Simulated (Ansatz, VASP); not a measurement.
**One calculation of SrClO, two programs**

```
Sr Cl O
1.0
     4.27242    0.00000    0.00000
    -2.13621    3.70002    0.00000
     0.00000    0.00000    9.65074
Sr Cl O
2 2 2
Direct
  0.66667 0.33333 0.43913
  0.33333 0.66667 0.93913
  0.66667 0.33333 0.74915
  0.33333 0.66667 0.24915
  0.00000 0.00000 0.98453
  0.00000 0.00000 0.48453
```

The cell comes from a database or a generator and needn't be the stable form of this composition.

Alike in both runs: task single point; functional PBE; k mesh 7 × 7 × 3; occupations fermi-dirac, width 0.05 eV; no spin polarisation.

```csv
,VASP,Ansatz
version,VASP 6.6.1,Ansatz 0.2.0
potentials or method,"VASP PAW PBE potentials, release 64 (Sr_sv, Cl, O)",Ansatz PAW
plane-wave cutoff (eV),520,420
valence electrons in the cell,46,46
```

```tsv
	VASP	Ansatz	Ansatz less VASP
gap on the k mesh at the Fermi level (eV)	none	none	-
pressure (GPa)	-1.0	-1.2	-0.15
largest component of the traceless stress (GPa)	0.95	1.05	+0.102
rms of the force components (eV/Å)	0.048	0.055	+0.0066
```

Atom by atom the forces differ by 0.007 eV/Å (rms over components). A gap of «none» marks a metal or a gap that the smearing closes.
